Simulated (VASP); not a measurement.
VASP runs on MnO (rock salt, AFM-II order) share one base input (PBE GGA, plane waves, VASP's PBE PAW potentials (set 64)) and change the settings named in each case.

POSCAR:
```
MnO
5.5466250
  0.8164965182   0.4082482591   0.4082482591
  0.4082482591   0.8164965182   0.4082482591
  0.4082482591   0.4082482591   0.8164965182
Mn O
2 2
Cartesian
  0.0000000000   0.0000000000   0.0000000000
  0.8164965182   0.8164965182   0.8164965182
  0.4082482591   0.4082482591   0.4082482591
  1.2247447772   1.2247447772   1.2247447772
```

**INCAR**
```
ALGO = Normal   # blocked Davidson
LCHARG = F
NELM = 100   # most electronic steps
PREC = Accurate
LWAVE = F
ISMEAR = 0
EDIFF = 1E-6   # SCF stop (eV)
LREAL = F   # projection in real space or not
SYSTEM = MnO
ENCUT = 520   # plane-wave cut-off (eV)
GGA = PE   # PBE
LMAXMIX = 4
LORBIT = 10
SIGMA = 0.05   # width (eV)
LASPH = T
ISIF = 2   # forces and stress, cell fixed
ISPIN = 2
MAGMOM = 5.0 -5.0 2*0.0
```

KPOINTS:
```
kpoints
0
G
7 7 7
0 0 0
```

POTCAR, in this order: Mn_pv O (PBE.64 set). Program: vasp_std.

| change | E(σ→0) (eV/atom) | pressure (GPa) | −TS (eV) |
|---|---|---|---|
| base run | -8.2612 | -7.78 | 0.0000 |
| ISPIN = 1, the spin start removed | -6.9769 | -36.86 | -0.0223 |
| MAGMOM = 7.0 -3.0 0.0 0.0 | -8.2612 | -7.79 | 0.0000 |
| MAGMOM = 5.0 5.0 0.0 0.0 | -8.1903 | -5.40 | -0.0030 |

Left out are runs that ran out of time, are held back, or changed the cell or the kind of run, fixed moments of cells without a moment, rows past the twelfth, gaps on odd meshes, pressures of charged cells and columns that move by less than the noise.

The compound is MnO in the rock salt, AFM-II order structure. The cell was not relaxed at this level.
